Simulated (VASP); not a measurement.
Level of theory: PBEsol GGA, VASP's PBE PAW potentials (set 64) (plane waves; VASP).

The input files of a VASP run:

File POSCAR:
```
Y
1
    3.6011485743     0.0000000000     0.0000000000
   -1.8005742872     3.1186864132     0.0000000000
    0.0000000000     0.0000000000     5.5449311029
Y
2
Direct
  0.6666670000   0.3333330000   0.7500000000
  0.3333330000   0.6666670000   0.2500000000
```

**INCAR**
```
# general
SYSTEM  = Y
PREC    = Normal
ENCUT   = 400
LREAL   = .FALSE.
LASPH   = .TRUE.

# electronic loop
EDIFF   = 1E-5
NELM    = 100
NELMIN  = 4
ALGO    = Fast
LMAXMIX = 4

# smearing
ISMEAR  = 1
SIGMA   = 0.1

# functional
GGA     = PS

# ions
IBRION  = 2
NSW     = 20
ISIF    = 2
EDIFFG  = -0.03

# output
LWAVE   = .FALSE.
LCHARG  = .FALSE.
```

### KPOINTS
```
Automatic
0
G
 13 13 8
```

POTCAR, in this order: Y_sv (PBE.64 set). Program: vasp_std.

The resulting files:

OSZICAR:
```
       N       E                     dE             d eps       ncg     rms          rms(c)
DAV:   1     0.757289243519E+02    0.75729E+02   -0.10286E+04  3166   0.116E+03
DAV:   2    -0.691920070898E+01   -0.82648E+02   -0.81485E+02  3907   0.253E+02
DAV:   3    -0.139438008798E+02   -0.70246E+01   -0.69570E+01  5937   0.446E+01
DAV:   4    -0.140681283076E+02   -0.12433E+00   -0.12424E+00  3501   0.693E+00
DAV:   5    -0.140718533443E+02   -0.37250E-02   -0.37251E-02  4523   0.859E-01    0.342E+01
RMM:   6    -0.137113296952E+02    0.36052E+00   -0.42133E-01  3347   0.432E+00    0.214E+01
RMM:   7    -0.136599218248E+02    0.51408E-01   -0.11015E+00  3822   0.677E+00    0.195E+00
RMM:   8    -0.136383918045E+02    0.21530E-01   -0.13983E-01  3399   0.272E+00    0.741E-01
RMM:   9    -0.136405091926E+02   -0.21174E-02   -0.28163E-02  4288   0.871E-01    0.574E-01
RMM:  10    -0.136421145058E+02   -0.16053E-02   -0.87009E-03  4831   0.394E-01    0.153E+00
RMM:  11    -0.136407877499E+02    0.13268E-02   -0.22488E-03  3961   0.456E-01    0.176E-01
RMM:  12    -0.136408278027E+02   -0.40053E-04   -0.74703E-04  4365   0.199E-01    0.169E-01
RMM:  13    -0.136408416948E+02   -0.13892E-04   -0.28806E-04  3919   0.837E-02    0.940E-02
RMM:  14    -0.136408438584E+02   -0.21636E-05   -0.14742E-04  3704   0.103E-01    0.535E-02
RMM:  15    -0.136408483228E+02   -0.44644E-05   -0.55782E-05  2811   0.323E-02
   1 F= -.13640848E+02 E0= -.13641629E+02  d E =-.136408E+02
```

File OUTCAR:
```
------------------------ aborting loop because EDIFF is reached ----------------------------------------
  FORCE on cell =-STRESS in cart. coord.  units (eV):
  Direction    XX          YY          ZZ          XY          YZ          ZX
  --------------------------------------------------------------------------------------
  Total       -0.0155965     -0.0155965      0.1266274      0.0000000      0.0000000     -0.0000000
  in kB       -0.4012637     -0.4012638      3.2578362      0.0000000      0.0000000     -0.0000000
  external PRESSURE =       0.8184363 kB  Pullay stress =       0.0000000 kB
  volume of cell :       62.27
      direct lattice vectors                 reciprocal lattice vectors
     3.601148574  0.000000000  0.000000000     0.277689181  0.160323910  0.000000000
    -1.800574287  3.118686413  0.000000000     0.000000000  0.320647820  0.000000000
     0.000000000  0.000000000  5.544931103     0.000000000  0.000000000  0.180344892
 POSITION                                       TOTAL-FORCE (eV/Angst)
 -----------------------------------------------------------------------------------
      1.80058      1.03956      4.15870        -0.000000      0.000000      0.000000
     -0.00000      2.07913      1.38623         0.000000      0.000000      0.000000
 -----------------------------------------------------------------------------------
    total drift:                                0.000214     -0.000123      0.000305
  FREE ENERGIE OF THE ION-ELECTRON SYSTEM (eV)
  ---------------------------------------------------
  free  energy   TOTEN  =       -13.6408483228 eV

  energy  without entropy=      -13.6431889931  energy(sigma->0) =      -13.64162855

 reached required accuracy - stopping structural energy minimisation
```
(Selected blocks of OUTCAR.)

The compound is Y in the hcp structure. It was relaxed first, which changed the volume by -6 %.
